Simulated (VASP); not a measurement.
Here is the system:

```
CELL_PARAMETERS angstrom
      0.00000     2.20312     2.20312
      2.20312     0.00000     2.20312
      2.20312     2.20312     0.00000
ATOMIC_POSITIONS crystal
  Ti 0.00000 0.00000 0.00000
  C  0.50000 0.50000 0.50000
```

All values below come from vdW-DF2, VASP's PBE PAW potentials (set 64) (plane waves; VASP). Numerical set-up: 520 eV cut-off, 14×14×14 Γ-centred mesh, first-order Methfessel-Paxton smearing of 0.10 eV, potentials Ti_sv C.

Question: Predict the energy per atom (σ→0), band gap (on the k-mesh) with the smallest direct gap where there is one.

Answer: 
- band gap (on the k-mesh) = none (metal, semimetal or under 0.01 eV)
- energy per atom (σ→0) = -6.760 eV/atom

The compound is TiC in the rock salt structure. It was relaxed first, which changed the volume by +5 %.
